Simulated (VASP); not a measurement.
# FC2SeH in VASP: notebook, part 2 of 2

VASP 6.6.1. Earlier steps stand in the parts before.

### 5 Electron localisation function, PBE

INCAR

```
SYSTEM = HC2SeF
PREC = Accurate
ENCUT = 520
EDIFF = 1E-6
ISMEAR = 0
SIGMA = 0.01
LREAL = .FALSE.
LASPH = .TRUE.
NELM = 80
ALGO = Fast
ISIF = 2
LWAVE = .FALSE.
LCHARG = .TRUE.
GGA = PE
LELF = .TRUE.
```

KPOINTS

```
regular mesh
0
G
  1 1 1
  0 0 0
```

POSCAR

```
HC2SeF
1.0
   12.0000000000      0.0000000000      0.0000000000
    0.0000000000     12.0000000000      0.0000000000
    0.0000000000      0.0000000000     12.0000000000
F C Se H
1 2 1 1
Direct
    0.4653000000      0.3897041700      0.6040250000
    0.4761833300      0.4698125000      0.5325666700
    0.5336500000      0.5544291700      0.5043500000
    0.4020583300      0.5227291700      0.4016416700
    0.6001083300      0.6137958300      0.5114166700
```

Potentials or basis: VASP PAW PBE potentials, release 64 (F, C, Se, H).

Run with:

```console
$ cat potpaw_PBE.64/F/POTCAR potpaw_PBE.64/C/POTCAR potpaw_PBE.64/Se/POTCAR potpaw_PBE.64/H/POTCAR > POTCAR
$ mpirun -np 1 vasp_gam > vasp.out
```

OUTCAR:

```text
SYSTEM = HC2SeF
   PREC = Accurate
   ENCUT = 520
   EDIFF = 1E-6
   ISMEAR = 0
   LREAL = .FALSE.
   LASPH = .TRUE.
   NELM = 80
   ISIF = 2
   GGA = PE

 ion  position               nearest neighbor table
   1  0.465  0.390  0.604-   2 1.29
   2  0.476  0.470  0.533-   3 1.27   1 1.29   4 1.91
   3  0.534  0.554  0.504-   5 1.07   2 1.27   4 2.04
   4  0.402  0.523  0.402-   2 1.91   3 2.04
   5  0.600  0.614  0.511-   3 1.07

  LATTYP: Found a simple cubic cell.
 ALAT       =    12.0000000000

  Lattice vectors:

 A1 = (  12.0000000000,   0.0000000000,   0.0000000000)
 A2 = (   0.0000000000,  12.0000000000,   0.0000000000)
 A3 = (   0.0000000000,   0.0000000000,  12.0000000000)

Analysis of symmetry for initial positions (statically):
=====================================================================
 Subroutine PRICEL returns:
 Original cell was already a primitive cell.

 Routine SETGRP: Setting up the symmetry group for a
 simple cubic supercell.

 Subroutine GETGRP returns: Found  1 space group operations
 (whereof  1 operations were pure point group operations)
 out of a pool of 48 trial point group operations.

The static configuration has the point symmetry C_1 .

Analysis of symmetry for dynamics (positions and initial velocities):
=====================================================================
 Subroutine PRICEL returns:
 Original cell was already a primitive cell.

 Routine SETGRP: Setting up the symmetry group for a
 simple cubic supercell.

 Subroutine GETGRP returns: Found  1 space group operations
 (whereof  1 operations were pure point group operations)
 out of a pool of 48 trial point group operations.

The dynamic configuration has the point symmetry C_1 .

 Subroutine INISYM returns: Found  1 space group operations
 (whereof  1 operations are pure point group operations),
[... 102 lines left out ...]
   LORBIT       =      0    0 simple, 1 ext, 2 COOP (PROOUT), +10 PAW based schemes
   GGA     = PE    functional components
   LHFCALC =     F    Hartree Fock is set to
   AEXX    =    0.0000 exact exchange contribution
   IVDW    =     0    specifies the selected vdW correction
   LEPSILON=     F    determine dielectric tensor
   LRPA    =     F    only Hartree local field effects (RPA)
 non-spin polarized calculation
 RMM-DIIS sequential band-by-band and
 Gauss-broadening in eV      SIGMA  =   0.01
  energy-cutoff  :      520.00
  volume of cell :     1728.00
 maximum number of plane-waves:     23293
 NGX is ok and might be reduce to    90
   NGX = 45   NGY = 45   NGZ = 45

 number of electron      21.9999996 magnetization

 Free energy of the ion-electron system (eV)
  ---------------------------------------------------
  ext. energy  EPLUGINS =         0.00000000
  ---------------------------------------------------
  free energy    TOTEN  =       -25.44852926 eV

  energy without entropy =      -25.44852926  energy(sigma->0) =      -25.44852926

 E-fermi :  -4.3541     XC(G=0):  -0.7657

 val. band max:       -4.4874026956   @ k =   0.0000   0.0000   0.0000
 cond. band min:      -2.0817675752   @ k =   0.0000   0.0000   0.0000
 fundamental gap:      2.4056351204
 Fermi energy:        -4.3540548040

 k-point     1 :       0.0000    0.0000    0.0000
  band No.  band energies     occupation
      1     -32.3177      2.00000
      2     -21.4494      2.00000
      3     -16.1642      2.00000
      4     -15.4420      2.00000
      5     -13.2847      2.00000
      6     -12.3201      2.00000
      7     -12.1051      2.00000
      8      -8.5089      2.00000
      9      -8.1803      2.00000
     10      -7.5548      2.00000
     11      -4.4874      2.00000
     12      -2.0818      0.00000
     13      -0.9948      0.00000
     14      -0.7181      0.00000
     15      -0.2217      0.00000

------------------------ aborting loop because EDIFF is reached ----------------------------------------

  FORCE on cell =-STRESS in cart. coord.  units (eV):
  Direction    XX          YY          ZZ          XY          YZ          ZX
  --------------------------------------------------------------------------------------
  -------------------------------------------------------------------------------------
  Total        0.9608405      1.6577619      1.5167312      0.6416117     -1.1317589      0.4159910
  in kB        0.8908778      1.5370536      1.4062919      0.5948933     -1.0493510      0.3857010
  external PRESSURE =       1.2780744 kB  Pullay stress =       0.0000000 kB

 VOLUME and BASIS-vectors are now :
 -----------------------------------------------------------------------------
  energy-cutoff  :      520.00
  volume of cell :     1728.00
      direct lattice vectors                 reciprocal lattice vectors
    12.000000000  0.000000000  0.000000000     0.083333333  0.000000000  0.000000000
     0.000000000 12.000000000  0.000000000     0.000000000  0.083333333  0.000000000
     0.000000000  0.000000000 12.000000000     0.000000000  0.000000000  0.083333333

 POSITION                                       TOTAL-FORCE (eV/Angst)
 -----------------------------------------------------------------------------------
      5.58360      4.67645      7.24830        -0.123458     -0.944220      0.848881
      5.71420      5.63775      6.39080        -0.107094      0.203138     -0.321026
      6.40380      6.65315      6.05220         0.547371      0.530598      0.016208
      4.82470      6.27275      4.81970        -0.473978      0.067102     -0.557474
      7.20130      7.36555      6.13700         0.157160      0.143382      0.013411
 -----------------------------------------------------------------------------------
    total drift:                               -0.001643      0.001311     -0.000922

  FREE ENERGIE OF THE ION-ELECTRON SYSTEM (eV)
  ---------------------------------------------------
  free  energy   TOTEN  =       -25.4485292630 eV

  energy  without entropy=      -25.4485292630  energy(sigma->0) =      -25.44852926
```

stdout:

```text
POSCAR found type information on POSCAR F C SeH
 POSCAR found :  4 types and       5 ions
 scaLAPACK will be used
 LDA part: xc-table for (Slater+PW92), standard interpolation
 POSCAR, INCAR and KPOINTS ok, starting setup
 FFT: planning ... GRIDC
 FFT: planning ... GRID_SOFT
 FFT: planning ... GRID
 WAVECAR not read
 entering main loop
```

Wall time 3.6 min (1 thread of Intel Xeon Platinum 8375C at 2.90GHz (Ice Lake), shared host); peak memory 1.2 GiB.

Results:

```
Free energy                     : -25.4485 eV
Largest force                   : 1.276 eV/Å
Gap between the frontier levels : 2.41 eV
```

Forces in eV/Å, atoms in the order of the input:
```
F   -0.123 -0.944  0.849
C   -0.107  0.203 -0.321
C    0.547  0.531  0.016
Se  -0.474  0.067 -0.557
H    0.157  0.143  0.013
```

Expect the measured gap to be larger: semilocal functionals such as PBE lack the derivative discontinuity.

### 6 The runs side by side

| task | level | cell | gap on the mesh (eV) | largest force (eV/Å) |
| --- | --- | --- | --- | --- |
| single point | PBE | atoms moved at random, drawn with an rms of 0.05 Å | 2.47 | 3.89 |
| relaxation of the atoms | PBE | atoms relaxed from: atoms moved at random, drawn with an rms of 0.02 Å | 2.26 | 0.01 |
| atomic charges | PBE+TS | as given | 2.41 | 1.28 |
| electron localisation function | PBE | as given | 2.41 | 1.28 |

Alike in all rows: potentials or basis VASP PAW PBE potentials, release 64 (F, C, Se, H); no spin polarisation; k mesh 1 × 1 × 1; cutoff (eV) 520; smearing gaussian 0.01 eV.

Absolute energies hang on the potentials; compare differences alone.
